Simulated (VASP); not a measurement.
```
GaN
1.0
    4.86832    -8.43217     0.00000
    4.86832     8.43217     0.00000
    0.00000     0.00000    10.55628
Ga N
36 36
Cartesian
  1.62277  -0.93691   2.63907
  1.62277   0.93691   0.00000
  1.62277  -0.93691   7.91721
  1.62277   0.93691   5.27814
  3.24554   1.87381   2.63907
  3.24555   3.74764   0.00000
  3.24554   1.87381   7.91721
  3.24555   3.74764   5.27814
  4.86832   4.68454   2.63907
  4.86832   6.55836   0.00000
  4.86832   4.68454   7.91721
  4.86832   6.55836   5.27814
  3.24555  -3.74764   2.63907
  3.24554  -1.87381   0.00000
  3.24555  -3.74764   7.91721
  3.24554  -1.87381   5.27814
  4.86832  -0.93692   2.63907
  4.86832   0.93692   0.00000
  4.86832  -0.93692   7.91721
  4.86832   0.93692   5.27814
  6.49109   1.87381   2.63907
  6.49109   3.74764   0.00000
  6.49109   1.87381   7.91721
  6.49109   3.74764   5.27814
  4.86832  -6.55836   2.63907
  4.86832  -4.68454   0.00000
  4.86832  -6.55836   7.91721
  4.86832  -4.68454   5.27814
  6.49109  -3.74764   2.63907
  6.49109  -1.87381   0.00000
  6.49109  -3.74764   7.91721
  6.49109  -1.87381   5.27814
  8.11386  -0.93691   2.63907
  8.11386   0.93691   0.00000
  8.11386  -0.93691   7.91721
  8.11386   0.93691   5.27814
  1.62277  -0.93691   4.62893
  1.62277   0.93691   1.98986
  1.62277  -0.93691   9.90707
  1.62277   0.93691   7.26800
  3.24554   1.87381   4.62893
  3.24555   3.74764   1.98986
  3.24554   1.87381   9.90707
  3.24555   3.74764   7.26800
  4.86832   4.68454   4.62893
  4.86832   6.55836   1.98986
  4.86832   4.68454   9.90707
  4.86832   6.55836   7.26800
  3.24555  -3.74764   4.62893
  3.24554  -1.87381   1.98986
  3.24555  -3.74764   9.90707
  3.24554  -1.87381   7.26800
  4.86832  -0.93692   4.62893
  4.86832   0.93692   1.98986
  4.86832  -0.93692   9.90707
  4.86832   0.93692   7.26800
  6.49109   1.87381   4.62893
  6.49109   3.74764   1.98986
  6.49109   1.87381   9.90707
  6.49109   3.74764   7.26800
  4.86832  -6.55836   4.62893
  4.86832  -4.68454   1.98986
  4.86832  -6.55836   9.90707
  4.86832  -4.68454   7.26800
  6.49109  -3.74764   4.62893
  6.49109  -1.87381   1.98986
  6.49109  -3.74764   9.90707
  6.49109  -1.87381   7.26800
  8.11386  -0.93691   4.62893
  8.11386   0.93691   1.98986
  8.11386  -0.93691   9.90707
  8.11386   0.93691   7.26800
```

Computed with PBE GGA, VASP's PBE PAW potentials (set 64) (plane waves; VASP). Run with PREC = Normal, LREAL = Auto, 400 eV cut-off, 1×1×1 Γ-centred mesh, Gaussian smearing of 0.050 eV, potentials Ga N.

At this cut-off the stress carries a Pulay error, which pulls relaxed volumes low. The supercell is sampled at Γ alone, which is coarse: total energies, pressure and levels can be off, energies of defects by several tenths of an eV.

Give the stress tensor in GPa (positive for a compressed cell).

```
-1.68   0.00   0.00
 0.00  -1.68   0.00
 0.00   0.00  -3.71
```
The pressure is its mean diagonal, -2.36 GPa.

The cell is a supercell, built from GaN (wurtzite).
